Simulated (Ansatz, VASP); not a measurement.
# Cross-check of NiSb between VASP and Ansatz

One calculation is typed for both programs; each brings its own data sets and cutoff. How far apart do they land?

Program: Ansatz 0.2.0. Level of theory: plane waves, with VASP 6.6.1 beside it; single point at PBEsol. Results are calculated unless marked as measured.

### 1. The starting structure

Symmetry: P6_3/mmc, No. 194, hexagonal system. Conventional cell: a = 3.946 Å, b = 3.946 Å, c = 5.148 Å, α = 90.00°, β = 90.00°, γ = 120.00°. Nearest to Sb lie 6 Ni at 2.62 Å. Ni has 2 Ni at 2.57 Å and 6 Sb at 2.62 Å nearest. Farther neighbours are not listed.

### 2. VASP: single point, PBEsol

A single point gives forces, pressure and levels at one fixed geometry, so differences don't come from the geometry; what else differs is listed under the comparison.

Lines of VASP's logs that name or quote its potential files are left out, and so is its time.

INCAR reads:

```
SYSTEM = NiSb
PREC = Accurate
ENCUT = 400
EDIFF = 1E-05
NELM = 100
ISMEAR = 0
SIGMA = 0.05
LREAL = .FALSE.
ALGO = Normal
GGA = PS
NBANDS = 25
ISPIN = 2
MAGMOM = 0 0 1 1
LASPH = .TRUE.
LMAXMIX = 4
LORBIT = 11
LWAVE = .FALSE.
LCHARG = .FALSE.
KPAR = 4
```

POSCAR reads:

```
NiSb
1.0
    3.9460000000      0.0000000000      0.0000000000
   -1.9730000000      3.4173362433      0.0000000000
    0.0000000000      0.0000000000      5.1480000000
Sb Ni
2 2
Direct
    0.6666666667      0.3333333333      0.7500000000
    0.3333333333      0.6666666667      0.2500000000
    0.0000000000      0.0000000000      0.5000000000
    0.0000000000      0.0000000000      0.0000000000
```

KPOINTS reads:

```
Automatic mesh
0
Gamma
6 6 4
0 0 0
```

Potentials, in the order of the species: Sb and Ni (PBE family, release 64).

On the command line:

```console
$ mpirun -np 4 vasp_std
```

Numbers of over 12 decimals in the logs are rounded to 6 here.

The log of the run:

```text
[banner, memory and clock lines left out]
running    4 mpi-ranks, on    1 nodes
 distrk:  each k-point on    1 cores,    4 groups
 distr:  one band on    1 cores,    1 groups

 POSCAR found type information on POSCAR SbNi
 POSCAR found :  2 types and       4 ions
|                                                                             |
|               ----> ADVICE to this user running VASP <----                  |
|                                                                             |
|     You enforced a specific xc type in the INCAR file but a different       |
|     [... a line on the potential file left out ...]
|     I HOPE YOU KNOW WHAT YOU ARE DOING!                                     |
|                                                                             |

 LDA part: xc-table for (Slater+PW92), standard interpolation
 POSCAR, INCAR and KPOINTS ok, starting setup
 FFT: planning ... GRIDC
 FFT: planning ... GRID_SOFT
 FFT: planning ... GRID
 WAVECAR not read
 entering main loop
       N       E                     dE             d eps       ncg     rms          rms(c)
DAV:   1     0.150092855453E+03    0.15009E+03   -0.10220E+04  2100   0.100E+03
DAV:   2    -0.162034752287E+02   -0.16630E+03   -0.15665E+03  2224   0.240E+02
DAV:   3    -0.240975861462E+02   -0.78941E+01   -0.77232E+01  2580   0.640E+01
DAV:   4    -0.242580617133E+02   -0.16048E+00   -0.16024E+00  2443   0.879E+00
DAV:   5    -0.242636688220E+02   -0.56071E-02   -0.56068E-02  2714   0.171E+00    0.150E+01
DAV:   6    -0.278459412803E+02   -0.35823E+01   -0.27636E+01  2448   0.926E+01    0.201E+01
DAV:   7    -0.226759499941E+02    0.51700E+01   -0.11546E+01  2525   0.642E+01    0.344E+00
DAV:   8    -0.226817424997E+02   -0.57925E-02   -0.98807E-01  2979   0.942E+00    0.252E+00
DAV:   9    -0.226329914146E+02    0.48751E-01   -0.17122E-01  2554   0.611E+00    0.712E-01
DAV:  10    -0.226338721214E+02   -0.88071E-03   -0.50693E-03  2553   0.637E-01    0.381E-01
DAV:  11    -0.226339033256E+02   -0.31204E-04   -0.60018E-04  2389   0.293E-01    0.227E-01
DAV:  12    -0.226336431954E+02    0.26013E-03   -0.37060E-04  2763   0.294E-01    0.423E-02
DAV:  13    -0.226336441072E+02   -0.91174E-06   -0.39193E-05  2088   0.636E-02
   1 F= -.22633644E+02 E0= -.22631274E+02  d E =-.474050E-02  mag=     0.0013
```

OUTCAR, selected parts (step 2):

```text
ion  position               nearest neighbor table
   1  0.667  0.333  0.750-   3 2.62   4 2.62   3 2.62   4 2.62   3 2.62   4 2.62   2 3.44   2 3.44
                             2 3.44   2 3.44   2 3.44   2 3.44
   2  0.333  0.667  0.250-   3 2.62   4 2.62   3 2.62   4 2.62   3 2.62   4 2.62   1 3.44   1 3.44
                             1 3.44   1 3.44   1 3.44   1 3.44
   3  0.000  0.000  0.500-   4 2.57   4 2.57   1 2.62   2 2.62   2 2.62   1 2.62   1 2.62   2 2.62

  LATTYP: Found a hexagonal cell.
 ALAT       =     3.9460000000
 C/A-ratio  =     1.3046122656

 Subroutine GETGRP returns: Found 24 space group operations
 (whereof 12 operations were pure point group operations)

The static configuration has the point symmetry D_3d.
 The point group associated with its full space group is D_6h.

 Found     21 irreducible k-points:

   k-points           NKPTS =     21   k-points in BZ     NKDIM =     21   number of bands    NBANDS=     25

   dimension x,y,z NGX =    28 NGY =   28 NGZ =   36
   dimension x,y,z NGXF=    56 NGYF=   56 NGZF=   72

   ENCUT  =  400.0 eV  29.40 Ry    5.42 a.u.   6.43  6.43  8.40*2*pi/ulx,y,z

   NELECT =      30.0000    total number of electrons

 k-points in reciprocal lattice and weights: Automatic mesh
   0.00000000  0.00000000  0.00000000       0.007
   0.16666667  0.00000000  0.00000000       0.042
   0.33333333  0.00000000  0.00000000       0.042
   0.50000000  0.00000000  0.00000000       0.021
   0.16666667  0.16666667  0.00000000       0.042
   0.33333333  0.16666667  0.00000000       0.083
   0.33333333  0.33333333  0.00000000       0.014
   0.00000000  0.00000000  0.25000000       0.014
   0.16666667  0.00000000  0.25000000       0.083
[...]
0.33333333  0.16666667  0.50000000       0.083
   0.33333333  0.33333333  0.50000000       0.014

 average (electrostatic) potential at core
       1 -82.9930       2 -82.9930       3 -81.5197       4 -81.5197

 E-fermi :   9.7559

 spin component 1
 k-point     1 :       0.0000    0.0000    0.0000
  band No.  band energies     occupation
    ...
      9       7.5922      1.00000
     10       7.5922      1.00000
     11       8.3677      1.00000
     12       8.3677      1.00000
     13       9.6589      0.99696
     14      10.2660      0.00000
     15      10.2660      0.00000
     16      12.1342      0.00000
     17      12.1342      0.00000
     18      12.7768      0.00000
    ...

 k-point     2 :       0.1667    0.0000    0.0000
  band No.  band energies     occupation
    ...
     11       8.3501      1.00000
     12       8.3702      1.00000
     13       8.5898      1.00000
     14       9.3384      1.00000
     15       9.5445      1.00000
     16      11.0789      0.00000
     17      12.9118      0.00000
     18      13.0287      0.00000
     19      14.3050      0.00000
     20      15.3588      0.00000
    ...

 k-point     3 :       0.3333    0.0000    0.0000
  band No.  band energies     occupation
    ...
     11       7.7758      1.00000
     12       8.1830      1.00000
     13       8.3196      1.00000
     14       8.3774      1.00000
     15       8.9801      1.00000
     16       9.8981      0.00003
     17      11.4002      0.00000
     18      13.3895      0.00000
     19      13.4833      0.00000
     20      15.4235      0.00000
    ...

 k-point     4 :       0.5000    0.0000    0.0000
  band No.  band energies     occupation
    ...
     12       7.8405      1.00000
     13       8.1117      1.00000
     14       8.3100      1.00000
     15       8.3828      1.00000
     16       9.2920      1.00000
     17      10.8061      0.00000
     18      13.0867      0.00000
     19      13.6055      0.00000
     20      15.0243      0.00000
     21      15.0314      0.00000
    ...

 k-point     5 :       0.1667    0.1667    0.0000
  band No.  band energies     occupation
    ...
     11       7.7814      1.00000
     12       8.3318      1.00000
     13       8.3702      1.00000
     14       8.4446      1.00000
     15       9.2901      1.00000
     16      11.4482      0.00000
     17      11.6497      0.00000
     18      11.8799      0.00000
     19      14.0533      0.00000
     20      14.9254      0.00000
    ...

 k-point     6 :       0.3333    0.1667    0.0000
  band No.  band energies     occupation
    ...
     11       7.9112      1.00000
     12       7.9444      1.00000
     13       8.3186      1.00000
     14       8.3698      1.00000
     15       8.5798      1.00000
     16      10.0255      0.00000
     17      10.5313      0.00000
     18      11.6879      0.00000
     19      13.1730      0.00000
     20      14.3367      0.00000
    ...

  Total       -1.4606599     -1.4606599     -1.3658380     -0.0000000      0.0000000      0.0000000
  in kB      -33.7113669    -33.7113669    -31.5229208     -0.0000000      0.0000000      0.0000000
  external PRESSURE =     -32.9818849 kB  Pullay stress =       0.0000000 kB

  energy-cutoff  :      400.00
  volume of cell :       69.42
      direct lattice vectors                 reciprocal lattice vectors
     3.946000000  0.000000000  0.000000000     0.253421186  0.146312790  0.000000000
    -1.973000000  3.417336243  0.000000000     0.000000000  0.292625580  0.000000000
     0.000000000  0.000000000  5.148000000     0.000000000  0.000000000  0.194250194

 POSITION                                       TOTAL-FORCE (eV/Angst)
 -----------------------------------------------------------------------------------
      1.97300      1.13911      3.86100        -0.000000      0.000000      0.000000
     -0.00000      2.27822      1.28700         0.000000     -0.000000      0.000000
      0.00000      0.00000      2.57400         0.000000      0.000000      0.000000
      0.00000      0.00000      0.00000         0.000000      0.000000      0.000000
 -----------------------------------------------------------------------------------
    total drift:                               -0.000000      0.000000      0.000000

  FREE ENERGIE OF THE ION-ELECTRON SYSTEM (eV)
  ---------------------------------------------------
  free  energy   TOTEN  =       -22.6336441072 eV

  energy  without entropy=      -22.6289036044  energy(sigma->0) =      -22.63127386

 total charge
# of ion       s       p       d       tot
------------------------------------------
    1        1.134   1.213   0.072   2.419
    2        1.134   1.213   0.072   2.419
    3        0.450   0.474   8.455   9.380
    4        0.450   0.474   8.455   9.380
--------------------------------------------------
tot          3.168   3.374  17.056  23.598

 magnetization (x)
# of ion       s       p       d       tot
------------------------------------------
    1       -0.000  -0.000   0.000  -0.000
    2       -0.000  -0.000   0.000  -0.000
    3        0.000   0.000   0.000   0.000
    4        0.000   0.000   0.000   0.000
--------------------------------------------------
tot          0.000   0.000   0.000   0.000

[... 6 further parts left out ...]
```

The run ends at a pressure of -3.30 GPa.

### 3. Ansatz: single point, PBEsol

Ansatz runs on its default PAW (the set named soft_2) files.

The same cell, functional, mesh and smearing now go to Ansatz, which takes its cutoff from its data sets.

input.yaml reads:

```yaml
crystal:
  lattice:
    - [3.946, 0.0, 0.0]
    - [-1.973, 3.4173362433, 0.0]
    - [0.0, 0.0, 5.148]
  atoms:
    - { symbol: Sb, position: [0.6666666667, 0.3333333333, 0.75] }
    - { symbol: Sb, position: [0.3333333333, 0.6666666667, 0.25] }
    - { symbol: Ni, position: [0.0, 0.0, 0.5], spin: 1.0 }
    - { symbol: Ni, position: [0.0, 0.0, 0.0], spin: 1.0 }
hamiltonian:
  xc: pbesol
  pseudopotentials: { kind: paw }
magnetization:
  spin_polarized: true
kpoints:
  mp_grid: { grid: [6, 6, 4] }
scf:
  occupations: { method: gaussian, width: 0.05 }
  n_extra_bands: 8
output:
  forces: true
  stress: true
  eigenvalues: true
```

On the command line:

```console
$ ansatz run input.yaml --threads 2 --pin off --max-ram 4608MiB --backend cpu --events-out ev --progress --plain --runs-dir out
```

The log of the run:

```text
scf.n_extra_bands = 8 over 33 filled bands (N_el = 66.0): the run solves 41 bands
Engine: ansatz 0.2.0, aarch64-unknown-linux-gnu
Pseudopotentials: kind: paw
Pseudopotential: Sb, paw, valence charge 15, recommended cutoff 420 eV (normal), Sb.paw.azcp
Pseudopotential: Ni, paw, valence charge 18, recommended cutoff 420 eV (normal), Ni.paw.azcp
Functional definition: PBEsol
  exchange = pbesol_x
  correlation = pbesol_c
Crystal: 4 atoms, lattice volume = 69.420 Å³
Basis set: ecut = 420 eV, 1385 PW (Γ), exchange–correlation on 54×54×72 points (8 copies of the dense FFT grid, shifted against one another)
Bands: 41, of which v1, the nominal top of the filled ones, is band 33 counted from 1 (32 counted from 0)
Symmetry: 24 space group operations
Space group: P63/mmc (ITA 194), of the structure as read, at distance tolerance 4.1e-5 Å
Magnetic group: BNS 194.263 (UNI 1493), of the structure as read, at distance tolerance 4.1e-5 Å
k-points: 21 of 144
Non-local potential: Sb, projectors of the file, l = 0: 2, l = 1: 2, l = 2: 2, l = 3: 2
Non-local potential: Ni, projectors of the file, l = 0: 3, l = 1: 2, l = 2: 3, l = 3: 1
PAW form: soft (Blöchl's): semilocal exchange-correlation on the pseudo side does not see the compensation charge
PAW frozen core: Sb, regenerated for the run's functional, and the local potential with it (the file was generated under x = pbe(κ = 0.804, μ = 0.219515), c = pbe(β = 0.066725))
PAW frozen core: Ni, regenerated for the run's functional, and the local potential with it (the file was generated under x = pbe(κ = 0.804, μ = 0.219515), c = pbe(β = 0.066725))
PAW one-centre angular grid: Sb, 590 points (default); XC on 64 Gauss nodes
PAW one-centre angular grid: Ni, 590 points (default); XC on 64 Gauss nodes
Initial density: superposition of atomic densities (chi_scale 0.1, normalization cell)
Starting moments: Σ|m| = 2 μB on 2 of 4 sites
Initial wavefunctions: pseudopotential atomic-orbital guess
Functional: x = pbesol(κ = 0.804, μ = 0.123457), c = pbesol(β = 0.046)
iter 1 solved again at ethr=2.18e-3 eV; its pass at ethr=3.10e-3 eV (dr2=1.44e0 eV) is discarded
SCF iter   1: F=—  HF=-24423.754856 eV  |F-HF|=—  |Δ(HF+E_count)|=         —  Δρ=7.41e-2 (↑5.87e-2 ↓7.41e-2)  dr2=1.45e0  dr2_m=2.61e0  M=0.350 μB ∫|m|=0.379 μB  β_m=0.30  ethr=2.18e-3  ⟨swp⟩=1.0  Hψ=8802  notcnv=0
Mixer restart at iter 1: flushing history
preconditioner: auto → Kerker (q_TF=auto, 2.705 Å⁻¹)  [metal: Δε(μ)=0.027 eV  Ē_g=17.931 eV  σ=0.050 eV  W_gap=0.29  n_scr=22 (ndim 8)  ℏωp=31.5 eV  f_vac=0.000  D(μ)=5.17/eV (n_scr^D=54)]
spin=Collinear: Kerker preconditioning applied to the charge; magnetization (m = ρ↑ − ρ↓) channel mixes plain (no charge-response kernel on spin).
SCF iter   2: F=—  HF=-24425.058737 eV  |F-HF|=—  |Δ(HF+E_count)|=    1.30e0  Δρ=6.84e-2 (↑3.91e-2 ↓6.84e-2)  dr2=1.77e0  dr2_m=1.71e0  M=0.165 μB ∫|m|=0.233 μB  β_m=0.65  ethr=2.18e-3  ⟨swp⟩=2.0  Hψ=2056  notcnv=0  defer=1
SCF iter   3: F=—  HF=-24427.860248 eV  |F-HF|=—  |Δ(HF+E_count)|=    2.80e0  Δρ=3.13e-2 (↑3.13e-2 ↓2.37e-2)  dr2=8.63e-1  dr2_m=1.11e-2  M=0.013 μB ∫|m|=0.036 μB  β_m=0.58  ethr=2.18e-3  ⟨swp⟩=3.4  Hψ=3815  notcnv=0  defer=65
SCF iter   4: F=—  HF=-24427.349945 eV  |F-HF|=—  |Δ(HF+E_count)|=   5.10e-1  Δρ=1.45e-2 (↑1.45e-2 ↓5.70e-3)  dr2=4.18e-1  dr2_m=1.69e-2  M=-0.033 μB ∫|m|=0.033 μB  β_m=0.59  ethr=1.31e-3  ⟨swp⟩=2.1  Hψ=3610  notcnv=0  defer=98
SCF iter   5: F=—  HF=-24427.315453 eV  |F-HF|=—  |Δ(HF+E_count)|=   3.45e-2  Δρ=3.72e-3 (↑2.85e-3 ↓3.72e-3)  dr2=6.66e-2  dr2_m=9.08e-4  M=0.010 μB ∫|m|=0.014 μB  β_m=0.76  ethr=6.33e-4  ⟨swp⟩=2.0  Hψ=1942  notcnv=0  defer=98
SCF iter   6: F=—  HF=-24427.301767 eV  |F-HF|=—  |Δ(HF+E_count)|=   1.37e-2  Δρ=5.13e-3 (↑4.23e-3 ↓5.13e-3)  dr2=3.71e-2  dr2_m=1.53e-4  M=-0.003 μB ∫|m|=0.004 μB  β_m=0.88  ethr=1.01e-4  ⟨swp⟩=2.0  Hψ=2533  notcnv=0  defer=98
SCF iter   7: F=—  HF=-24427.306790 eV  |F-HF|=—  |Δ(HF+E_count)|=   5.02e-3  Δρ=3.14e-3 (↑1.56e-3 ↓3.14e-3)  dr2=9.82e-3  dr2_m=4.59e-4  M=-0.011 μB ∫|m|=0.011 μB  β_m=0.94  ethr=5.63e-5  ⟨swp⟩=2.0  Hψ=2248  notcnv=0  defer=98
SCF iter   8: F=—  HF=-24427.307231 eV  |F-HF|=—  |Δ(HF+E_count)|=   4.41e-4  Δρ=6.83e-4 (↑6.83e-4 ↓3.40e-4)  dr2=2.10e-4  dr2_m=1.50e-4  M=-0.006 μB ∫|m|=0.006 μB  β_m=0.97  ethr=1.49e-5  ⟨swp⟩=2.0  Hψ=2406  notcnv=0  defer=98
SCF iter   9: F=—  HF=-24427.307224 eV  |F-HF|=—  |Δ(HF+E_count)|=   6.79e-6  Δρ=3.90e-4 (↑3.90e-4 ↓1.47e-4)  dr2=1.74e-4  dr2_m=1.05e-5  M=-0.002 μB ∫|m|=0.002 μB  β_m=0.99  ethr=3.18e-7  ⟨swp⟩=2.4  Hψ=2533  notcnv=0  defer=98
SCF iter  10: F=—  HF=-24427.307199 eV  |F-HF|=—  |Δ(HF+E_count)|=   2.57e-5  Δρ=2.88e-5 (↑2.49e-5 ↓2.88e-5)  dr2=2.08e-6  dr2_m=5.16e-9  M=0.000 μB ∫|m|=0.000 μB  β_m=0.99  ethr=2.63e-7  ⟨swp⟩=2.0  Hψ=1967  notcnv=0  defer=98
SCF iter  11: F=—  HF=-24427.307199 eV  |F-HF|=—  |Δ(HF+E_count)|=   6.12e-7  Δρ=1.84e-5 (↑1.84e-5 ↓1.49e-5)  dr2=6.15e-7  dr2_m=2.67e-9  M=0.000 μB ∫|m|=0.000 μB  β_m=1.00  ethr=3.15e-9  ⟨swp⟩=2.1  Hψ=2230  notcnv=0  defer=98
SCF iter  12: F=—  HF=-24427.307199 eV  |F-HF|=—  |Δ(HF+E_count)|=   6.52e-8  Δρ=2.88e-6 (↑2.88e-6 ↓2.75e-6)  dr2=2.43e-8  dr2_m=1.72e-11  M=-0.000 μB ∫|m|=0.000 μB  β_m=0.95  ethr=9.32e-10  ⟨swp⟩=2.0  Hψ=2141  notcnv=0  defer=98
SCF iter  13: F=—  HF=-24427.307199 eV  |F-HF|=—  |Δ(HF+E_count)|=   2.12e-8  Δρ=8.01e-6 (↑7.98e-6 ↓8.01e-6)  dr2=1.42e-7  dr2_m=1.53e-12  M=-0.000 μB ∫|m|=0.000 μB  β_m=0.95  ethr=3.68e-11  ⟨swp⟩=2.1  Hψ=2283  notcnv=0  defer=98
SCF iter  14: F=-24427.307199 eV  HF=-24427.307199 eV  |F-HF|=2.55e-9  |Δ(HF+E_count)|=   1.53e-8  Δρ=1.13e-6 (↑1.13e-6 ↓1.06e-6)  dr2=2.75e-9  dr2_m=1.00e-12  M=-0.000 μB ∫|m|=0.000 μB  ethr=3.68e-11  ⟨swp⟩=8.0  Hψ=7026  notcnv=0
SCF 1 converged in 14 iterations: F = -24427.307199 eV  dr2 = 2.75e-9
  greatest PAW one-centre occupation: 1.001 electrons in one spin orbital (limit 2), on the Ni atom at site 2 (counted from 0), in its partial waves of l = 1
WARN: the starting moments were not kept: the SCF closed with an absolute magnetisation of 1.4e-6 μB, where they sum to 2 μB in size (2 sites). That is at most 0.1 of that sum. Measured as dr2_m measures the in/out step, that magnetisation stands 1.6e-12 eV from none, at or under the dr2_threshold of 1.0e-7 eV: it is no larger than a step whose dr2_m would equal this threshold. The system may hold no moment; this SCF [...]
SCF converged after 14 iterations
Magnetization: -0.0000 μB (33.0000 up, 33.0000 down)
Absolute magnetization: 0.0000 μB (∫|ρ↑−ρ↓|, with the PAW one-centre terms)
Spin contamination: 0.0000 ħ² per cell (⟨S²⟩ above its minimum at these occupations)
Per-site moments (μB) at R_I (Å): [(-1.0328976746311762e-7, 1.079354), (-1.0328976745018711e-7, 1.079354), (-5.456007288435183e-7, 1.061775), (-5.456007289243086e-7, 1.061775)]
Free energy (F): -24427.307199 eV
Harris-Foulkes:  -24427.307199 eV  (|F-HF|=2.55e-9)
Internal energy: -24427.302426 eV  (E = F + TS)
E sigma→0 (E₀):  -24427.304813 eV
Entropy (-TS):   -0.004773 eV (-1.193 meV/atom)
Fermi energy:    14.934241 eV
--- Per-component energies (eV) ---
  E_band       = -884.466788
  E_kinetic    = 988.424059
  E_local      = -11140.935803  (includes V_loc(G=0)·N_el)
  E_nonlocal   = 2013.174872
  E_hartree    = 4863.418464
  E_xc         = -445.432914
  E_vxc        = -414.104060  (∫ρ·V_xc dr)
  E_paw        = -12201.733221  (= ΣΔE_a)
  E_vpaw       = -2057.857719  (= ΣTr[D̂ρ^β])
  E_aug_tail   = 0.000994  (compensation charges beyond the density's cutoff)
  E_ewald      = -8505.277169
  E_core_change = 1.058292  (= ΣΔE_core)
  E_smearing   = -0.004773  (= −TS)
  E_closure    = 0.000000  (closes the sum)
  Σ components = -24427.307199   (vs F -24427.307199, Δ=0.00e0)
--- Forces (eV/Å), atoms counted from 1 ---
  atom   1  Sb     0.00000000    -0.00000000     0.00000000
  atom   2  Sb     0.00000000     0.00000000    -0.00000000
  atom   3  Ni     0.00000000    -0.00000000    -0.00000000
  atom   4  Ni     0.00000000     0.00000000     0.00000000
  max |Σ_I F_I| component: 9.25e-18 eV/Å
--- Stress (GPa, compression-positive) ---
       -3.574523       0.000000       0.000000
        0.000000      -3.574523      -0.000000
        0.000000      -0.000000      -3.384121
  P = ⅓ Tr σ = -3.5111 GPa (-35.111 kbar)
--- Band table (eV; the first three rows and the last of 42) ---
  k-point 0 ↑: bands = [... 29 lower, 13.5545, 14.8499, 15.4179, 15.4179, 17.3167, 17.3167, 17.9428, 18.8139, ... 4 higher]
  k-point 1 ↑: bands = [... 29 lower, 13.2409, 14.5892, 16.0207, 16.0207, 17.2692, 17.2692, 17.2818, 18.5469, ... 4 higher]
  k-point 2 ↑: bands = [... 29 lower, 12.8124, 15.0512, 15.0512, 16.9009, 16.9009, 16.9009, 16.9009, 20.0109, ... 4 higher]
  k-point 20 ↓: bands = [... 29 lower, 12.9010, 13.4563, 13.4563, 13.6098, 13.6098, 19.0428, 19.0428, 22.1281, ... 4 higher]
```

Elapsed: 5.8 s, on 2 threads of Arm Neoverse V1, shared host; peak memory 0.43 GiB; 11 s of CPU time.

The run ends at a pressure of -3.51 GPa.

### 4. Comparison

Known differences besides the potentials themselves: the data sets hold 66 valence electrons in Ansatz (default PAW (the set named soft_2) files) and 30 in VASP; the cutoff is 420 eV in Ansatz and 400 eV in VASP; Ansatz makes its cores anew for this functional, VASP keeps those of its PBE data sets. Total energies have different zeros and are not compared.

The two programs side by side:

```
                                        quantity  Ansatz   VASP  difference
                                  pressure (GPa)   -3.51  -3.30       -0.21
pressure without Ansatz's Pulay correction (GPa)   -3.57  -3.30       -0.27
```

Ansatz's pressure holds a Pulay correction of 0.06 GPa; VASP's holds none.

### 5. What came out

* difference in pressure (single point, PBEsol): -0.21 GPa

In words: The difference in pressure is -0.21 GPa (single point, PBEsol), within the 1 GPa picked in this series as the mark of a large difference. How closely two codes agree says nothing of how well the functional describes the real material.

[Lines on the potential files, build, host, timing and source positions are cut from VASP's logs without a mark.]

[Logs are printed without paths, hosts, clocks, repeated set-up lines and the standing remarks that a program may print on its own settings, such as how far it seeks lower states.]

[Hosts, paths, dates, database ids (printed as entryN), source tags and the programs' standing remarks are cut or masked in the printed files.]
